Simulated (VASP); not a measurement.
Data:

```
CELL_PARAMETERS angstrom
      0.00000     2.81681     2.81681
      2.81681     0.00000     2.81681
      2.81681     2.81681     0.00000
ATOMIC_POSITIONS crystal
  Ca 0.00000 0.00000 0.00000
```

All values below come from PBE GGA, VASP's PBE PAW potentials (set 64) (plane waves; VASP). Settings: 520 eV cut-off, 11×11×11 Γ-centred mesh, first-order Methfessel-Paxton smearing of 0.10 eV, potentials Ca_sv.

**Question.** Estimate the energy per atom (σ→0), band gap (on the k-mesh) with the smallest direct gap where there is one.

**Answer.** 
```json
{
 "band gap (on the k-mesh)": "none (metal, semimetal or under 0.01 eV)",
 "energy per atom (σ→0)": "-1.922 eV/atom"
}
```

The absolute energy has meaning only against runs of the same code, potentials and settings.

The compound is Ca in the fcc structure. This cell is one point of a volume scan, at 1.06 of the reference volume.
